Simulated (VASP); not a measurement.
Input:

```yaml
crystal:
  lattice:
    - [1.58029, 0.91238, 6.11866]
    - [-1.58029, 0.91238, 6.11866]
    - [0.00000, -1.82477, 6.11866]
  atoms:
    - { symbol: V, position: [0.00000, 0.00000, 0.00000], spin: 2.0 }
    - { symbol: Se, position: [0.75230, 0.75230, 0.75230] }
    - { symbol: Se, position: [0.58100, 0.58100, 0.58100] }
```

Calculation: PBE GGA, VASP's PBE PAW potentials (set 64) (plane waves; VASP). Settings: 400 eV cut-off, 7×7×7 Γ-centred mesh, Gaussian smearing of 0.050 eV, potentials V_sv Se.

The moments were started parallel, and other spin orders were not tried in this run.

### Question
Which forces act on the atoms, in eV/Å?

### Answer

```json
[
 {"atom": "V1", "Fx": "0.000", "Fy": "0.000", "Fz": "0.061"},
 {"atom": "Se2", "Fx": "0.000", "Fy": "0.000", "Fz": "0.879"},
 {"atom": "Se3", "Fx": "0.000", "Fy": "0.000", "Fz": "-0.940"}
]
```

### Question
Give the stress tensor in GPa (positive for a compressed cell).

### Answer

```
15.04   0.00   0.00
 0.00  15.04   0.00
 0.00   0.00  12.09
```
The pressure is its mean diagonal, 14.06 GPa.

The structure was generated: VSe2 was put into the 3R-MoS2 type (R3m), which need not be its known phase. The cell was not relaxed at this level. The k-mesh is coarse (spacing up to 0.33 per Å, 2π included), so the numbers may not be converged in it.
